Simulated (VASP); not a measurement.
Write the native input for VASP 6.6.1 that does the following.

```yaml
Task: single point
Functional: PBE
Potentials_or_basis: VASP PAW PBE potentials, release 64 (B, Te)
Cutoff: 520 eV
k_mesh: 6 × 6 × 6
Occupations: fermi-dirac, width 0.0148 eV
Spin: no spin polarisation
Dipole_correction: no
Further_INCAR_settings: ALGO = Fast; EDIFF = 1e-07; NBANDS = 20
```

The structure of B2Te3 lies in POSCAR:

```
B2Te3
1.0
    3.5185147314      0.0000000000      0.0000000000
   -1.7592573657      3.0471231410      0.0000000573
   -1.7592573657      1.0157075234     10.1176906734
B Te
2 3
Direct
    0.6063714849      0.3936285151      0.8191144546
    0.3936285151      0.6063714849      0.1808855454
    0.7666559898      0.2333440102      0.2999679695
    0.2333440102      0.7666559898      0.7000320305
    0.0000000000      0.0000000000      0.0000000000
```

The cell was built by a generator and needn't be a form met in nature.

The input as run:

INCAR

```
SYSTEM = B2Te3
PREC = Accurate
ENCUT = 520
EDIFF = 1E-7
ISMEAR = -1
SIGMA = 0.0148
LREAL = .False.
LASPH = .True.
NELM = 100
ALGO = Fast
ISIF = 2
LWAVE = .False.
LCHARG = .False.
GGA = PE
NBANDS = 20
```

KPOINTS

```
regular mesh
0
Gamma
  6 6 6
  0 0 0
```

Potentials or basis: VASP PAW PBE potentials, release 64 (B, Te).

Run with:

```sh
$ cat potpaw_PBE.64/B/POTCAR potpaw_PBE.64/Te/POTCAR > POTCAR
$ mpirun -np 1 vasp_std > vasp.out
```

It gave:

- Pressure: 0.0 GPa
- Largest force: 0.026 eV/Å
- Band gap on the k mesh: none (metal or under the smearing width)

Caveat: this functional lacks dispersion, which binds the layers, so the pressure and a relaxed spacing across them are unreliable.

It took 110 s on 1 thread of Intel(R) Xeon(R) Platinum 8259CL CPU @ 2.50GHz (Skylake/Cascade Lake), on a shared host, peak memory 0.27 GiB.
